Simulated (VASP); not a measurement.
Input of a VASP 6.6.1 run:

Contents of INCAR:

```
SYSTEM = Mg12HCl
  ALGO = Fast
  EDIFF = 1E-6
  ENCUT = 520
  GGA = PS
  ISIF = 2
  ISMEAR = -1
  LASPH = .TRUE.
  LCHARG = .FALSE.
  LREAL = .FALSE.
  LWAVE = .FALSE.
  NBANDS = 29
  NELM = 100
  PREC = Accurate
  SIGMA = 0.1
```

File KPOINTS:

```
k-points
0
G
  3 3 1
  0 0 0
```

POSCAR

```
Mg12HCl
1.0
    6.4200000000      0.0000000000      0.0000000000
    3.2100000000      5.5598830000      0.0000000000
    0.0000000000      0.0000000000     18.2130400000
Mg Cl H
12 1 1
Direct
    0.0000000000      0.0000000000      0.0549057159
    0.5000000000      0.0000000000      0.0549057159
    0.0000037321      0.4999925358      0.0549057159
    0.5000037321      0.4999925358      0.0549057159
   -0.1688766081      0.3575974530      0.1951953106
    0.3589357896      0.3520038102      0.1894796256
   -0.1593363880      0.8846229318      0.1894631539
    0.3489092466      0.8431472389      0.1931747803
    0.0330588703     -0.0532205444      0.3336345827
    0.4855280040     -0.0005575657      0.3248386870
    0.0025063424      0.5075106796      0.3309442026
    0.5508157646      0.5008918353      0.3350182067
    0.0679740349      0.2748618991      0.5402173388
    0.1200629441      0.2055438936      0.4719420811
```

Potentials or basis: VASP PAW PBE potentials, release 64 (Mg, Cl, H).

The run is started by

```sh
$ cat potpaw_PBE.64/Mg/POTCAR potpaw_PBE.64/Cl/POTCAR potpaw_PBE.64/H/POTCAR > POTCAR
$ mpirun -np 1 vasp_std > vasp.out
```

Q: What does it give for the largest force?

A: 0.748 eV/Å.

Q: Predict the band gap on the k mesh.

A: None (metal or under the smearing width).

Forces in eV/Å, atoms in the order of the input:
```
Mg   0.181  0.099 -0.288
Mg   0.032  0.014 -0.198
Mg   0.033  0.060 -0.075
Mg   0.139  0.077 -0.273
Mg   0.417 -0.079 -0.121
Mg  -0.508  0.067  0.344
Mg  -0.375 -0.610  0.214
Mg  -0.108  0.077 -0.205
Mg   0.087  0.589  0.132
Mg   0.485  0.272  0.339
Mg   0.274 -0.260  0.032
Mg  -0.657 -0.298  0.147
Cl   0.003  0.002 -0.030
H   -0.001 -0.012 -0.017
```

Caveat: the k mesh is coarse (spacing up to 0.38 Å⁻¹), so the values aren't converged; the PAW data sets were made with another functional, which shifts forces and pressure a little.
